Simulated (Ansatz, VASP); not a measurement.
# Cross-check of K12B26O45 (glassy 68B2O3-32K2O (mol %)) between VASP and Ansatz, part 2 of 3

One calculation is typed for both programs; each brings its own data sets. How far apart do they land? Of the first pair: The structure shown is the start of the Ansatz relaxation below; VASP solves that cell, so the two are compared at the walk's first step.

VASP 6.6.1 and Ansatz 0.2.0.

So far: The starting structure; Ansatz: relaxation, PBE.

## Step 3: VASP: single point, PBE, start cell, pair 1

Level of this step: PBE; plane waves and PAW (B, K_sv, O) (VASP).

The same cell, functional and mesh now go to VASP, with its own data sets.

Lines of VASP's logs that name or quote its potential files are left out, and so is its time.

File INCAR:

```
SYSTEM = K12B26O45
PREC = Accurate
ENCUT = 520
EDIFF = 1E-06
NELM = 120
ISMEAR = 0
SIGMA = 0.01
LREAL = Auto
ALGO = Normal
GGA = PE
NBANDS = 288
LORBIT = 11
LWAVE = .FALSE.
LCHARG = .FALSE.
ISIF = 2
LASPH = .TRUE.
GGA_COMPAT = .FALSE.
EFERMI = MIDGAP
NCORE = 2
```

File POSCAR:

```
K12B26O45
1.0
   10.4117800000      0.0000000000      0.0000000000
    0.0000000000     10.4117800000      0.0000000000
    0.0000000000      0.0000000000     10.4117800000
B K O
26 12 45
Direct
    0.6240719646      0.0927315022      0.4165378062
    0.9774601461      0.7187627860      0.0068384080
    0.6241872187      0.2858396931      0.1432127840
    0.8551659755      0.2878854528      0.0273056096
    0.3191961413      0.6715854542      0.0614112092
    0.1774528467      0.1805358930      0.3238255130
    0.1721511596      0.7285785908      0.8595936526
    0.8785913648      0.1213529291      0.8397123258
    0.8415275774      0.5206218341      0.8921145088
    0.4090366873      0.1039399603      0.8557422458
    0.1568511820      0.5795358719      0.2582555528
    0.5826381272      0.0259801878      0.6792882677
    0.7680819226      0.6630758621      0.6956927634
    0.7530796847      0.2896430774      0.6834374142
    0.6596182401      0.6508685354      0.4544756036
    0.7918434696      0.3037520962      0.4309061467
    0.6430600723      0.8544360330      0.2964814854
    0.4063954482      0.9341822436      0.0696998976
    0.9885725592      0.3696582141      0.2552589471
    0.7038373842      0.5055235512      0.2598210873
    0.5387359318      0.5503573837      0.0058683530
    0.6749662402      0.7725095997      0.0412321428
    0.5633042573      0.3253814429      0.8595936526
    0.7757079001      0.8911828717      0.8195428639
    0.4317417387      0.1318986763      0.2461634802
    0.8817608517      0.6866741326      0.2355120834
    0.4109383794      0.4282937212      0.3572876108
    0.3447633354      0.8540038303      0.4079225646
    0.0087977272      0.5401862122      0.5550539869
    0.1239077276      0.3849485871      0.8264292945
    0.3614367572      0.2711351949      0.5824172236
    0.8923354124      0.9737239934      0.5203625125
    0.1280664785      0.0305711415      0.0517682855
    0.2588318232      0.3438797209      0.0433355296
    0.1025377025      0.8215502056      0.4834139792
    0.4575202319      0.7459723505      0.7351768862
    0.8897037778      0.0299468487      0.1922341809
    0.1324461331      0.0023242904      0.6819583203
    0.2985752676      0.1809488867      0.2656414177
    0.8349965136      0.1972093148      0.7374627585
    0.0491270465      0.4994535036      0.2459425766
    0.2787515679      0.1491675775      0.8395586538
    0.6958752490      0.6566120298      0.5830223074
    0.6646990236      0.5351342422      0.3857937836
    0.6202493714      0.0668569639      0.5571573737
    0.2098968668      0.5977556191      0.3789937936
    0.6658035418      0.9526805215      0.7543282705
    0.7947440303      0.5881030909      0.2072364187
    0.6672057996      0.9767398082      0.3453972327
    0.4939693309      0.1220540580      0.3727028424
    0.8778998404      0.9883420510      0.8297236400
    0.0727733394      0.7800107186      0.9350082311
    0.9170958280      0.1842336277      0.9509132924
    0.5109885149      0.2200008068      0.1690008817
    0.8809252597      0.3635881665      0.3505644568
    0.1423483785      0.0813981855      0.4050796310
    0.4616789828      0.0538044407      0.7300192666
    0.4229440115      0.0054457547      0.1822839130
    0.0913580579      0.2800097582      0.2985560586
    0.7842367011      0.3359175857      0.5616330733
    0.4145880916      0.9989166118      0.9521810872
    0.8144236624      0.7806446160      0.7395661453
    0.5496466502      0.4401937037      0.9292455277
    0.6570922551      0.8200326937      0.1665229192
    0.6390261800      0.4117355534      0.1907839005
    0.9462166892      0.7473169813      0.1339444360
    0.8314044284      0.3972615633      0.9403387317
    0.3677853355      0.8050880829      0.0774795472
    0.7387113443      0.8443609066      0.9478974777
    0.7935530716      0.5547178292      0.7708576247
    0.6285284553      0.6510606256      0.0037361527
    0.1699133097      0.7293757648      0.7275124907
    0.4251242343      0.5780567780      0.0718801204
    0.6399482125      0.3200125243      0.7487480527
    0.7133842628      0.2018675001      0.3914220239
    0.7293085332      0.2397284614      0.0740603432
    0.9385138756      0.3273599711      0.1318122358
    0.6136606805      0.7575938024      0.3864757035
    0.2673222062      0.6630566531      0.9279201059
    0.9219461034      0.6099053188      0.9513935177
    0.2165623938      0.6373165780      0.1524331094
    0.4922885424      0.2158036378      0.8895020832
    0.8847574574      0.7348023105      0.3591124668
```

File KPOINTS:

```
Automatic mesh
0
Gamma
1 1 1
0 0 0
```

The projector-augmented-wave data sets are B, K_sv and O (PBE family, release 64).

Launch:

```
$ mpirun -np 8 vasp_gam
```

Numbers of over 12 decimals in the logs are rounded to 6 here.

Output:

```text
[banner, memory and clock lines left out]
running    8 mpi-ranks, on    1 nodes
[...]
LDA part: xc-table for (Slater+PW92), standard interpolation
 POSCAR, INCAR and KPOINTS ok, starting setup
[...]
entering main loop
       N       E                     dE             d eps       ncg     rms          rms(c)
DAV:   1     0.478557240350E+04    0.47856E+04   -0.26838E+05   576   0.158E+03
DAV:   2    -0.188068679516E+03   -0.49736E+04   -0.47837E+04   712   0.435E+02
DAV:   3    -0.637655286705E+03   -0.44959E+03   -0.44593E+03   720   0.136E+02
DAV:   4    -0.652947996518E+03   -0.15293E+02   -0.15236E+02   720   0.250E+01
[...]
DAV:  17    -0.585365511993E+03   -0.53409E-05   -0.68781E-05   712   0.248E-02    0.119E-02
DAV:  18    -0.585365510822E+03    0.11715E-05   -0.14932E-05   752   0.124E-02    0.711E-03
DAV:  19    -0.585365511008E+03   -0.18592E-06   -0.60685E-06   688   0.703E-03
   1 F= -.58536551E+03 E0= -.58536551E+03  d E =0.000000E+00
```

From OUTCAR (step 3):

```text
  Total      -22.4773729    -48.7302764    -37.1564938    -17.7090512     -0.3015752      9.3044939
  in kB      -31.9066482    -69.1726650    -52.7436717    -25.1380118     -0.4280862     13.2077364
  external PRESSURE =     -51.2743283 kB  Pullay stress =       0.0000000 kB

  FREE ENERGIE OF THE ION-ELECTRON SYSTEM (eV)
  ---------------------------------------------------
  free  energy   TOTEN  =      -585.3655110076 eV

  energy  without entropy=     -585.3655110076  energy(sigma->0) =     -585.36551101

[... 2 further parts left out ...]
[key lines of the parts left out:]
E-fermi :   1.8444
```

The run ends at a pressure of -5.13 GPa, with forces up to 3.0 eV/Å.

## Step 4: Comparison

Known differences besides the potentials themselves: fixed occupations in Ansatz, narrow Gaussian smearing in VASP; the cutoff is 420 eV in Ansatz and 520 eV in VASP (PREC = Accurate, projectors in real space). Total energies have different zeros and are not compared.

Forces on 10 of the 83 atoms, those with the largest forces and the largest differences (eV/Å; atoms numbered as in POSCAR):

| atom | Ansatz x, y, z | VASP x, y, z |
| --- | --- | --- |
| B4 | -0.536, 1.959, 1.779 | -0.518, 1.954, 1.767 |
| B13 | 0.555, 1.422, 1.904 | 0.533, 1.395, 1.856 |
| B15 | 1.561, 0.317, -1.778 | 1.541, 0.324, -1.713 |
| B26 | -1.082, -0.347, 2.194 | -1.060, -0.355, 2.140 |
| O46 | 0.022, 0.536, 0.721 | 0.059, 0.549, 0.791 |
| O55 | -1.153, 0.134, 2.075 | -1.132, 0.134, 2.056 |
| O67 | -0.013, 2.040, -2.187 | -0.006, 2.025, -2.174 |
| O72 | 0.194, 0.574, 0.187 | 0.195, 0.566, 0.105 |
| O82 | 0.853, 2.553, 0.233 | 0.834, 2.522, 0.223 |
| O83 | 1.066, 0.354, -0.668 | 1.059, 0.380, -0.585 |

The forces differ by 20 meV/Å r.m.s., which is 2.2 % of the r.m.s. force of 0.901 eV/Å (both taken over all components).

## Step 5: Ansatz: relaxation, PBE

This run makes the geometry at which the two programs are then compared. The cell compared in this pair holds 1047.46 Å³, against 1128.69 Å³ for the pair before.

The structure compared here is the end of the Ansatz relaxation.

File input.yaml:

```yaml
crystal:
  lattice:
    - [10.41178, 0.0, 0.0]
    - [0.0, 10.41178, 0.0]
    - [0.0, 0.0, 10.41178]
  atoms:
    - { symbol: B, position: [0.62407, 0.09273, 0.41654] }
    - { symbol: B, position: [0.97746, 0.71876, 0.00684] }
    - { symbol: B, position: [0.62419, 0.28584, 0.14321] }
    - { symbol: B, position: [0.85517, 0.28789, 0.02731] }
    - { symbol: B, position: [0.3192, 0.67159, 0.06141] }
    - { symbol: B, position: [0.17745, 0.18054, 0.32383] }
    - { symbol: B, position: [0.17215, 0.72858, 0.85959] }
    - { symbol: B, position: [0.87859, 0.12135, 0.83971] }
    - { symbol: B, position: [0.84153, 0.52062, 0.89211] }
    - { symbol: B, position: [0.40904, 0.10394, 0.85574] }
    - { symbol: B, position: [0.15685, 0.57954, 0.25826] }
    - { symbol: B, position: [0.58264, 0.02598, 0.67929] }
    - { symbol: B, position: [0.76808, 0.66308, 0.69569] }
    - { symbol: B, position: [0.75308, 0.28964, 0.68344] }
    - { symbol: B, position: [0.65962, 0.65087, 0.45448] }
    - { symbol: B, position: [0.79184, 0.30375, 0.43091] }
    - { symbol: B, position: [0.64306, 0.85444, 0.29648] }
    - { symbol: B, position: [0.4064, 0.93418, 0.0697] }
    - { symbol: B, position: [0.98857, 0.36966, 0.25526] }
    - { symbol: B, position: [0.70384, 0.50552, 0.25982] }
    - { symbol: B, position: [0.53874, 0.55036, 0.00587] }
    - { symbol: B, position: [0.67497, 0.77251, 0.04123] }
    - { symbol: B, position: [0.5633, 0.32538, 0.85959] }
    - { symbol: B, position: [0.77571, 0.89118, 0.81954] }
    - { symbol: B, position: [0.43174, 0.1319, 0.24616] }
    - { symbol: B, position: [0.88176, 0.68667, 0.23551] }
    - { symbol: K, position: [0.41094, 0.42829, 0.35729] }
    - { symbol: K, position: [0.34476, 0.854, 0.40792] }
    - { symbol: K, position: [0.0088, 0.54019, 0.55505] }
    - { symbol: K, position: [0.12391, 0.38495, 0.82643] }
    - { symbol: K, position: [0.36144, 0.27114, 0.58242] }
    - { symbol: K, position: [0.89234, 0.97372, 0.52036] }
    - { symbol: K, position: [0.12807, 0.03057, 0.05177] }
    - { symbol: K, position: [0.25883, 0.34388, 0.04334] }
    - { symbol: K, position: [0.10254, 0.82155, 0.48341] }
    - { symbol: K, position: [0.45752, 0.74597, 0.73518] }
    - { symbol: K, position: [0.8897, 0.02995, 0.19223] }
    - { symbol: K, position: [0.13245, 0.00232, 0.68196] }
    - { symbol: O, position: [0.29858, 0.18095, 0.26564] }
    - { symbol: O, position: [0.835, 0.19721, 0.73746] }
    - { symbol: O, position: [0.04913, 0.49945, 0.24594] }
    - { symbol: O, position: [0.27875, 0.14917, 0.83956] }
    - { symbol: O, position: [0.69588, 0.65661, 0.58302] }
    - { symbol: O, position: [0.6647, 0.53513, 0.38579] }
    - { symbol: O, position: [0.62025, 0.06686, 0.55716] }
    - { symbol: O, position: [0.2099, 0.59776, 0.37899] }
    - { symbol: O, position: [0.6658, 0.95268, 0.75433] }
    - { symbol: O, position: [0.79474, 0.5881, 0.20724] }
    - { symbol: O, position: [0.66721, 0.97674, 0.3454] }
    - { symbol: O, position: [0.49397, 0.12205, 0.3727] }
    - { symbol: O, position: [0.8779, 0.98834, 0.82972] }
    - { symbol: O, position: [0.07277, 0.78001, 0.93501] }
    - { symbol: O, position: [0.9171, 0.18423, 0.95091] }
    - { symbol: O, position: [0.51099, 0.22, 0.169] }
    - { symbol: O, position: [0.88093, 0.36359, 0.35056] }
    - { symbol: O, position: [0.14235, 0.0814, 0.40508] }
    - { symbol: O, position: [0.46168, 0.0538, 0.73002] }
    - { symbol: O, position: [0.42294, 0.00545, 0.18228] }
    - { symbol: O, position: [0.09136, 0.28001, 0.29856] }
    - { symbol: O, position: [0.78424, 0.33592, 0.56163] }
    - { symbol: O, position: [0.41459, 0.99892, 0.95218] }
    - { symbol: O, position: [0.81442, 0.78064, 0.73957] }
    - { symbol: O, position: [0.54965, 0.44019, 0.92925] }
    - { symbol: O, position: [0.65709, 0.82003, 0.16652] }
    - { symbol: O, position: [0.63903, 0.41174, 0.19078] }
    - { symbol: O, position: [0.94622, 0.74732, 0.13394] }
    - { symbol: O, position: [0.8314, 0.39726, 0.94034] }
    - { symbol: O, position: [0.36779, 0.80509, 0.07748] }
    - { symbol: O, position: [0.73871, 0.84436, 0.9479] }
    - { symbol: O, position: [0.79355, 0.55472, 0.77086] }
    - { symbol: O, position: [0.62853, 0.65106, 0.00374] }
    - { symbol: O, position: [0.16991, 0.72938, 0.72751] }
    - { symbol: O, position: [0.42512, 0.57806, 0.07188] }
    - { symbol: O, position: [0.63995, 0.32001, 0.74875] }
    - { symbol: O, position: [0.71338, 0.20187, 0.39142] }
    - { symbol: O, position: [0.72931, 0.23973, 0.07406] }
    - { symbol: O, position: [0.93851, 0.32736, 0.13181] }
    - { symbol: O, position: [0.61366, 0.75759, 0.38648] }
    - { symbol: O, position: [0.26732, 0.66306, 0.92792] }
    - { symbol: O, position: [0.92195, 0.60991, 0.95139] }
    - { symbol: O, position: [0.21656, 0.63732, 0.15243] }
    - { symbol: O, position: [0.49229, 0.2158, 0.8895] }
    - { symbol: O, position: [0.88476, 0.7348, 0.35911] }
kpoints:
  mp_grid: { grid: [1, 1, 1] }
hamiltonian:
  xc: pbe
scf:
  occupations: { method: fixed }
output:
  forces: true
relax:
  f_tol: 0.05
  max_steps: 200
  cell: {}
```

Launch:

```
$ ansatz run input.yaml --threads 4 --pin off --max-ram 8192MiB --backend cpu --events-out ev --progress --plain --runs-dir out
```

Output:

```text
[...]
Crystal: 83 atoms, lattice volume = 1128.691 Å³
Basis set: ecut = 420 eV, 22119 PW (Γ), exchange–correlation on 144×144×144 points (8 copies of the dense FFT grid, shifted against one another)
Bands: 311, of which v1, the nominal top of the filled ones, is band 228 counted from 1 (227 counted from 0)
Symmetry: 1 space group operations
[...]
k-points: 1
[...]
- { symbol: O, position: [0.097853, 0.421948, 0.268139] }
    - { symbol: O, position: [0.303754, 0.202641, 0.827335] }
    - { symbol: O, position: [0.781744, 0.722181, 0.576906] }
    - { symbol: O, position: [0.756065, 0.541612, 0.430695] }
    - { symbol: O, position: [0.599099, -0.026556, 0.552916] }
    - { symbol: O, position: [0.184257, 0.602583, 0.375780] }
[...]
- { symbol: O, position: [0.978913, 0.631006, 0.924558] }
    - { symbol: O, position: [0.168772, 0.630085, 0.131799] }
    - { symbol: O, position: [0.503648, 0.220492, 0.924111] }
    - { symbol: O, position: [0.847742, 0.759358, 0.332422] }
[key lines of the parts left out:]
P = ⅓ Tr σ = 0.0011 GPa (0.011 kbar)
```

(Continued in part 3 of 3.)

[Lines on the potential files, build, host, timing and source positions are cut from VASP's logs without a mark.]

[Logs are printed without paths, hosts, clocks, repeated set-up lines and the standing remarks that a program may print on its own settings, such as how far it seeks lower states.]

[Hosts, paths, dates, database ids (printed as entryN), source tags and the programs' standing remarks are cut or masked in the printed files.]
